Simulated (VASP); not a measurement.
```xyz
4
Lattice="1.2520 -2.1685 0.0000 1.2520 2.1685 0.0000 0.0000 0.0000 6.6600" Properties=species:S:1:pos:R:3 pbc="T T T"
B      1.2520     0.7228     1.6650
B      1.2520    -0.7228     4.9950
N      1.2520    -0.7228     1.6650
N      1.2520     0.7228     4.9950
```

These are PBE GGA, VASP's PBE PAW potentials (set 64) (plane waves; VASP 6.6.1) values and carry that method's errors. Numerical set-up: PREC = Normal, 500 eV cut-off, 4×4×4 Γ-centred mesh, Gaussian smearing of 0.010 eV, potentials B_GW N_GW_new.

Give the stress tensor in GPa (positive for a compressed cell).

```
2.84  0.00  0.00
0.00  2.84  0.00
0.00  0.00  2.65
```
The pressure is its mean diagonal, 2.78 GPa.

The compound is BN in the hex structure. The cell was not relaxed at this level. The k-mesh is coarse (spacing up to 0.72 per Å, 2π included), so the numbers may not be converged in it.
